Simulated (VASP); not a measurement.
Computed with PBEsol GGA, VASP's PBE PAW potentials (set 64) (plane waves; VASP).

VASP ran on this input.

File POSCAR:
```
SnO
1
    3.8137000000     0.0000000000     0.0000000000
    0.0000000000     3.8137000000     0.0000000000
    0.0000000000     0.0000000000     4.8869100000
Sn O
2 2
Direct
  0.0149410000   0.4937230000   0.2193100000
  0.4967360000  -0.0255900000   0.7659490000
  0.4946390000   0.5243930000   0.0111010000
 -0.0063170000   0.0074740000   0.0036400000
```

INCAR:
```
! general
SYSTEM  = SnO
PREC    = Accurate
ENCUT   = 400   ! plane-wave cut-off (eV)
LREAL   = .FALSE.   ! projection in real space or not
LASPH   = .TRUE.   ! aspherical one-centre terms

! electronic loop
EDIFF   = 1E-6
NELM    = 100   ! most electronic steps
ALGO    = Normal
LMAXMIX = 4   ! l cut-off of mixed one-centre charges

! smearing
ISMEAR  = -1   ! Fermi-Dirac
SIGMA   = 0.01

! functional
GGA     = PS

! ions
ISIF    = 2

! output
LWAVE   = .FALSE.
LCHARG  = .FALSE.
```

KPOINTS:
```
Automatic mesh
0
Gamma
6 6 5
0 0 0
```

POTCAR, in this order: Sn_d O (PBE.64 set). Program: vasp_std.

Problem. What will the output report for the number of irreducible k-points (NKPTS), largest plane-wave count, number of space-group operations, FFT grid (NGX, NGY, NGZ)?

Solution. 
| Property | Value |
|---|---|
| number of irreducible k-points (NKPTS) | 92 |
| largest plane-wave count | 1308 |
| number of space-group operations | 1 |
| FFT grid (NGX, NGY, NGZ) | 28 × 28 × 32 |

The structure comes from a computed database's SnO entry; how it stands against other phases isn't given here. The cell was not relaxed at this level, atoms are displaced from their ideal sites. The run is one of a series of settings (GGA = PS against the base run), some of them coarse on purpose.
